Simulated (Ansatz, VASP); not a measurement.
# Cu10H (Cu(110)-(1x2)-H, longbridge site): VASP beside Ansatz

One calculation is typed for both programs; each brings its own data sets. How far apart do they land? The cell is taken from a series of runs on this material, whose earlier steps may have relaxed, scaled, displaced or heated it; both programs get it as it stands.

Program: Ansatz 0.2.0. Level of theory: plane waves, with VASP 6.6.1 beside it; single point at PBE. Results are calculated unless marked as measured.

## 1. Starting point

The cell holds 11 atoms: 10 Cu and 1 H. Cell: a = 7.220 Å, b = 2.553 Å, c = 22.605 Å, α = 90.0°, β = 90.0°, γ = 90.0°. Vacuum lies along c.

Structure file:

```xyz
11
Lattice="7.2200 0.0000 0.0000 0.0000 2.5527 0.0000 0.0000 0.0000 22.6053" Properties=species:S:1:pos:R:3
Cu    0.0000    0.0000    8.5000
Cu    3.6100    0.0000    8.5000
Cu    1.8050    1.2763    9.7763
Cu    5.4150    1.2763    9.7763
Cu    0.0159    0.0000   11.0341
Cu    3.5941    0.0000   11.0341
Cu    1.8050    1.2763   12.4604
Cu    5.4150    1.2763   12.3300
Cu    7.1359    0.0000   13.5561
Cu    3.6941    0.0000   13.5561
H     1.8050    0.0000   13.7077
```

## 2. VASP: single point, PBE

With cell and atoms fixed, the geometry can't cause a difference; cores, projectors, grids and the points listed under the comparison can.

Lines of VASP's logs that name or quote its potential files are left out, and so is its time.

INCAR reads:

```
SYSTEM = Cu10H
PREC = Accurate
ENCUT = 520
EDIFF = 1E-06
NELM = 120
ISMEAR = -1
SIGMA = 0.05
LREAL = .FALSE.
ALGO = Normal
GGA = PE
NBANDS = 68
LASPH = .TRUE.
LORBIT = 11
LWAVE = .FALSE.
LCHARG = .FALSE.
ISIF = 2
LDIPOL = .TRUE.
IDIPOL = 3
DIPOL = 0.5 0.5 0.5
LVHAR = .TRUE.
GGA_COMPAT = .FALSE.
NELMDL = -8
KPAR = 2
```

POSCAR reads:

```
Cu10H
1.0
    7.2200000000      0.0000000000      0.0000000000
    0.0000000000      2.5526554801      0.0000000000
    0.0000000000      0.0000000000     22.6053109602
Cu H
10 1
Direct
    0.0000000000      0.0000000000      0.3760178312
    0.5000000000      0.0000000000      0.3760178312
    0.2500000000      0.5000000000      0.4324792416
    0.7500000000      0.5000000000      0.4324792416
    0.0021968050      0.0000000000      0.4881192091
    0.4978031950      0.0000000000      0.4881192091
    0.2500000000      0.5000000000      0.5512169270
    0.7500000000      0.5000000000      0.5454451712
    0.9883495112      0.0000000000      0.5996873900
    0.5116504888      0.0000000000      0.5996873900
    0.2500000000      0.0000000000      0.6063939277
```

KPOINTS reads:

```
Automatic mesh
0
Gamma
8 24 1
0 0 0
```

The projector-augmented-wave data sets are Cu and H (PBE family, release 64).

The run is started by

```
$ mpirun -np 2 vasp_std
```

Numbers of over 12 decimals in the logs are rounded to 6 here.

The program printed:

```text
[banner, memory and clock lines left out]
running    2 mpi-ranks, on    1 nodes
 distrk:  each k-point on    1 cores,    2 groups
 distr:  one band on    1 cores,    1 groups

 POSCAR found type information on POSCAR CuH
 POSCAR found :  2 types and      11 ions
 LDA part: xc-table for (Slater+PW92), standard interpolation
 POSCAR, INCAR and KPOINTS ok, starting setup
 FFT: planning ... GRIDC
 FFT: planning ... GRID_SOFT
 FFT: planning ... GRID
 WAVECAR not read
 entering main loop
       N       E                     dE             d eps       ncg     rms          rms(c)
DAV:   1     0.979108121371E+03    0.97911E+03   -0.45971E+04  8840   0.185E+03
DAV:   2     0.601655086297E+02   -0.91894E+03   -0.88921E+03  8840   0.407E+02
DAV:   3    -0.402824496697E+02   -0.10045E+03   -0.93840E+02  9560   0.190E+02
DAV:   4    -0.451197571608E+02   -0.48373E+01   -0.47496E+01 10372   0.535E+01
DAV:   5    -0.452533247954E+02   -0.13357E+00   -0.13317E+00 10764   0.692E+00
DAV:   6    -0.452596083404E+02   -0.62835E-02   -0.62814E-02 11684   0.123E+00
DAV:   7    -0.452598715568E+02   -0.26322E-03   -0.26320E-03 11972   0.213E-01
DAV:   8    -0.452598771803E+02   -0.56235E-05   -0.56234E-05 11028   0.268E-02    0.227E+01
DAV:   9    -0.405044179736E+02    0.47555E+01   -0.89454E+01  9792   0.131E+02    0.120E+01
DAV:  10    -0.372784157311E+02    0.32260E+01   -0.19746E+01 10704   0.922E+01    0.435E+00
DAV:  11    -0.371705087721E+02    0.10791E+00   -0.35908E+00 10400   0.457E+01    0.132E+00
DAV:  12    -0.372227763951E+02   -0.52268E-01   -0.14788E+00 12176   0.283E+01    0.233E+00
DAV:  13    -0.371803595646E+02    0.42417E-01   -0.56508E-01 11512   0.223E+01    0.160E+00
DAV:  14    -0.371400506340E+02    0.40309E-01   -0.19883E-01 11828   0.731E+00    0.461E-01
[...]
DAV:  26    -0.371366964834E+02   -0.60324E-04   -0.11664E-05 10280   0.527E-02    0.293E-03
DAV:  27    -0.371367516209E+02   -0.55137E-04   -0.60999E-06  8556   0.213E-02    0.227E-03
DAV:  28    -0.371367590273E+02   -0.74064E-05   -0.88478E-07  6308   0.136E-02    0.882E-04
DAV:  29    -0.371367640286E+02   -0.50013E-05   -0.52483E-07  6016   0.811E-03    0.880E-04
DAV:  30    -0.371367666497E+02   -0.26211E-05   -0.21551E-07  5816   0.806E-03    0.442E-04
DAV:  31    -0.371367706343E+02   -0.39845E-05   -0.25878E-07  5828   0.583E-03    0.642E-04
DAV:  32    -0.371367723006E+02   -0.16663E-05   -0.91382E-08  5568   0.508E-03    0.250E-04
DAV:  33    -0.371367732384E+02   -0.93783E-06   -0.51189E-08  5448   0.232E-03
   1 F= -.37136773E+02 E0= -.37123878E+02  d E =-.257896E-01
```

OUTCAR, selected parts (step 2):

```text
ion  position               nearest neighbor table
   1  0.000  0.000  0.376-   5 2.53   4 2.55   3 2.55   3 2.55   4 2.55
   2  0.500  0.000  0.376-   6 2.53   4 2.55   3 2.55   3 2.55   4 2.55
   3  0.250  0.500  0.432-   5 2.53   6 2.53   5 2.53   6 2.53   1 2.55   2 2.55   1 2.55   2 2.55
                             7 2.68
   4  0.750  0.500  0.432-   1 2.55   2 2.55   1 2.55   2 2.55   8 2.55   6 2.55   5 2.55   5 2.55
                             6 2.55
   5  0.002  0.000  0.488-   9 2.52   3 2.53   3 2.53   1 2.53   4 2.55   4 2.55   8 2.57   8 2.57
                             7 2.62   7 2.62
   6  0.498  0.000  0.488-  10 2.52   3 2.53   3 2.53   2 2.53   4 2.55   4 2.55   8 2.57   8 2.57
                             7 2.62   7 2.62
   7  0.250  0.500  0.551-  11 1.78  11 1.78   9 2.53   9 2.53  10 2.53  10 2.53   6 2.62   6 2.62
                             5 2.62   5 2.62   3 2.68
   8  0.750  0.500  0.545-   9 2.47  10 2.47   9 2.47  10 2.47   4 2.55   5 2.57   6 2.57   5 2.57
                             6 2.57
   9  0.988  0.000  0.600-   8 2.47   8 2.47   5 2.52   7 2.53   7 2.53
  10  0.512  0.000  0.600-   8 2.47   8 2.47   6 2.52   7 2.53   7 2.53
  11  0.250  0.000  0.606-   7 1.78   7 1.78

  LATTYP: Found a simple orthorhombic cell.
 ALAT       =     2.5526554801
 B/A-ratio  =     2.8284271247
 C/A-ratio  =     8.8556059117

 Subroutine GETGRP returns: Found  4 space group operations
 (whereof  2 operations were pure point group operations)

The static configuration has the point symmetry C_1h.
 The point group associated with its full space group is C_2v.

 Found     65 irreducible k-points:

   k-points           NKPTS =     65   k-points in BZ     NKDIM =     65   number of bands    NBANDS=     68

   dimension x,y,z NGX =    54 NGY =   20 NGZ =  168
   dimension x,y,z NGXF=   108 NGYF=   40 NGZF=  336

   ENCUT  =  520.0 eV  38.22 Ry    6.18 a.u.  13.42  4.75 42.03*2*pi/ulx,y,z

   NELECT =     111.0000    total number of electrons

 k-points in reciprocal lattice and weights: Automatic mesh
   0.00000000  0.00000000  0.00000000       0.005
   0.12500000  0.00000000  0.00000000       0.010
   0.25000000  0.00000000  0.00000000       0.010
   0.37500000  0.00000000  0.00000000       0.010
   0.50000000  0.00000000  0.00000000       0.005
   0.00000000  0.04166667  0.00000000       0.010
   0.12500000  0.04166667  0.00000000       0.021
   0.25000000  0.04166667  0.00000000       0.021
   0.37500000  0.04166667  0.00000000       0.021
[...]
0.37500000  0.50000000  0.00000000       0.010
   0.50000000  0.50000000  0.00000000       0.005

 dipolmoment           0.000000      0.000000     -0.005456 electrons x Angstroem

 average (electrostatic) potential at core
       1 -71.5617       2 -71.5617       3 -71.9874       4 -72.0067       5 -72.0293
       6 -72.0293       7 -72.4654       8 -72.1069       9 -71.7738      10 -71.7738
      11 -38.1830

 E-fermi :  -0.7684

 k-point     1 :       0.0000    0.0000    0.0000
  band No.  band energies     occupation
    ...
     54      -2.2912      2.00000
     55      -2.2477      2.00000
     56      -2.1922      2.00000
     57      -2.0500      2.00000
     58      -1.3855      1.99999
     59      -0.4089      0.00151
     60       0.0709      0.00000
     61       0.9872      0.00000
     62       1.8778      0.00000
     63       2.0497      0.00000
    ...

 k-point     2 :       0.1250    0.0000    0.0000
  band No.  band energies     occupation
    ...
     54      -2.2504      2.00000
     55      -2.2237      2.00000
     56      -2.1974      2.00000
     57      -1.9590      2.00000
     58      -1.3869      1.99999
     59      -0.3859      0.00095
     60       0.3267      0.00000
     61       0.8890      0.00000
     62       1.5195      0.00000
     63       2.0720      0.00000
    ...

 k-point     3 :       0.2500    0.0000    0.0000
  band No.  band energies     occupation
    ...
     54      -2.2533      2.00000
     55      -2.2106      2.00000
     56      -2.1103      2.00000
     57      -1.8973      2.00000
     58      -1.0669      1.99490
     59      -0.3013      0.00018
     60       0.5937      0.00000
     61       0.7780      0.00000
     62       0.9065      0.00000
     63       2.1062      0.00000
    ...

  Total       -2.0134052     -0.4477368     -0.5672288      0.0000000      0.0000000      0.0000000
  in kB       -7.7428686     -1.7218428     -2.1813682      0.0000000      0.0000000      0.0000000
  external PRESSURE =      -3.8820265 kB  Pullay stress =       0.0000000 kB

  energy-cutoff  :      520.00
  volume of cell :      416.62
      direct lattice vectors                 reciprocal lattice vectors
     7.220000000  0.000000000  0.000000000     0.138504155  0.000000000  0.000000000
     0.000000000  2.552655480  0.000000000     0.000000000  0.391748909  0.000000000
     0.000000000  0.000000000 22.605310960     0.000000000  0.000000000  0.044237392

 POSITION                                       TOTAL-FORCE (eV/Angst)
 -----------------------------------------------------------------------------------
      0.00000      0.00000      8.50000        -0.015711      0.000000      0.290877
      3.61000      0.00000      8.50000         0.015711      0.000000      0.290877
      1.80500      1.27633      9.77633         0.000000      0.000000     -0.246777
      5.41500      1.27633      9.77633         0.000000      0.000000     -0.410348
      0.01586      0.00000     11.03409         0.010362      0.000000      0.009687
      3.59414      0.00000     11.03409        -0.010362      0.000000      0.009687
      1.80500      1.27633     12.46043         0.000000      0.000000     -0.013603
      5.41500      1.27633     12.32996         0.000000      0.000000      0.000594
      7.13588      0.00000     13.55612        -0.002466      0.000000      0.034674
      3.69412      0.00000     13.55612         0.002466      0.000000      0.034674
      1.80500      0.00000     13.70772         0.000000      0.000000     -0.000339
 -----------------------------------------------------------------------------------
    total drift:                                0.000000     -0.000000      0.003531

  FREE ENERGIE OF THE ION-ELECTRON SYSTEM (eV)
  ---------------------------------------------------
  free  energy   TOTEN  =       -37.1367732384 eV

  energy  without entropy=      -37.1109836179  energy(sigma->0) =      -37.12387843

 vacuum level on the upper side and lower side of the slab         3.404         3.458

 total charge
# of ion       s       p       d       tot
------------------------------------------
    1        0.439   0.225   9.223   9.887
    2        0.439   0.225   9.223   9.887
    3        0.446   0.358   9.171   9.974
    4        0.443   0.358   9.171   9.972
    5        0.441   0.373   9.184   9.998
    6        0.441   0.373   9.184   9.998
    7        0.414   0.428   9.174  10.015
    8        0.459   0.387   9.162  10.008
    9        0.439   0.274   9.229   9.942
   10        0.439   0.274   9.229   9.942
   11        0.494   0.020   0.000   0.513
--------------------------------------------------
tot          4.892   3.294  91.950 100.137

[... 3 further parts left out ...]
```

[end of part 1 of 2]

[Lines on the potential files, build, host, timing and source positions are cut from VASP's logs without a mark.]

[Logs are printed without paths, hosts, clocks, repeated set-up lines and the standing remarks that a program may print on its own settings, such as how far it seeks lower states.]

[Hosts, paths, dates, database ids (printed as entryN), source tags and the programs' standing remarks are cut or masked in the printed files.]
